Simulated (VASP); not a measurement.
Here is the system:

```
CaO
1.0
    0.00000     2.41560     2.41560
    2.41560     0.00000     2.41560
    2.41560     2.41560     0.00000
Ca O
1 1
Direct
  0.00000   0.00000   0.00000
  0.50000   0.50000   0.50000
```

All values below come from PW91 GGA, VASP's PBE PAW potentials (set 64) (plane waves; VASP 6.6.1). Settings: 520 eV cut-off, Gaussian smearing of 0.050 eV, potentials Ca_sv O.

**Question.** What does the run give for the band gap (along the path) with the smallest direct gap where there is one?

**Answer.** 
```
Quantity                                Value
------------------------------------  -------
band gap (along the path)             3.64 eV
smallest direct gap (along the path)  4.02 eV
```

The compound is CaO in the rock salt structure. It was relaxed first.
